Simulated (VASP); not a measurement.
OSZICAR of a VASP run on WSi₂ (MoSi2 type):

### OSZICAR
```
       N       E                     dE             d eps       ncg     rms          rms(c)
DAV:   1     0.123188788970E+03    0.12319E+03   -0.10901E+04  5880   0.144E+03
DAV:   2    -0.216370489092E+02   -0.14483E+03   -0.14293E+03  6678   0.352E+02
DAV:   3    -0.256647376747E+02   -0.40277E+01   -0.39556E+01  7889   0.507E+01
DAV:   4    -0.256950347508E+02   -0.30297E-01   -0.30289E-01  6664   0.508E+00
DAV:   5    -0.256954046242E+02   -0.36987E-03   -0.36986E-03  7987   0.574E-01    0.247E+01
DAV:   6    -0.249196992115E+02    0.77571E+00   -0.48139E+00  7105   0.161E+01    0.832E+00
DAV:   7    -0.248385789126E+02    0.81120E-01   -0.31998E-01  6671   0.335E+00    0.449E+00
DAV:   8    -0.248157050860E+02    0.22874E-01   -0.48435E-02  7504   0.197E+00    0.307E-01
DAV:   9    -0.248153123817E+02    0.39270E-03   -0.13831E-03  7021   0.302E-01    0.181E-01
DAV:  10    -0.248152390671E+02    0.73315E-04   -0.33971E-04  7259   0.185E-01    0.345E-02
DAV:  11    -0.248152323592E+02    0.67079E-05   -0.39558E-05  7231   0.525E-02    0.140E-02
DAV:  12    -0.248152322045E+02    0.15466E-06   -0.16187E-06  4977   0.946E-03
   1 F= -.24815232E+02 E0= -.24815242E+02  d E =-.248152E+02
```

Q: Which electronic solver shows in the log?

A: It is blocked Davidson (ALGO = Normal, or the opening steps of other solvers). The INCAR had ALGO = Normal.

Q: Can the final energy be trusted as converged?

A: Self-consistency was reached. It stopped with EDIFF = 1E-6, NELM = 100, NSW = 40 and EDIFFG = -0.02 after 1 ionic step (PBE GGA, plane waves, VASP's PBE PAW potentials (set 64)).

The compound is WSi2 in the MoSi2 type structure. It was relaxed first.
